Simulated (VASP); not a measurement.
Consider the following.

```yaml
crystal:
  lattice:
    - [0.00000, 2.36690, 2.36690]
    - [2.36690, 0.00000, 2.36690]
    - [2.36690, 2.36690, 0.00000]
  atoms:
    - { symbol: Cd, position: [0.00000, 0.00000, 0.00000] }
    - { symbol: O, position: [0.50000, 0.50000, 0.50000] }
```

The numbers are results of HSEsol screened hybrid, VASP's PBE PAW potentials (set 64) (plane waves; VASP), not measurements. Run with 520 eV cut-off, 8×8×8 Γ-centred mesh, Gaussian smearing of 0.050 eV, potentials Cd O.

### Question
What does the run give for the energy per atom (σ→0), pressure, band gap (on the k-mesh) with the smallest direct gap where there is one?

### Answer

```json
{
 "band gap (on the k-mesh)": "0.74 eV",
 "smallest direct gap (on the k-mesh)": "2.02 eV",
 "energy per atom (σ→0)": "-5.289 eV/atom",
 "pressure": "-5.70 GPa"
}
```

Only differences to runs with the same potentials and settings are physical.

The compound is CdO in the rock salt structure. This cell is one point of a volume scan, at 0.97 of the reference volume. The cell's shape comes from a PBE relaxation.
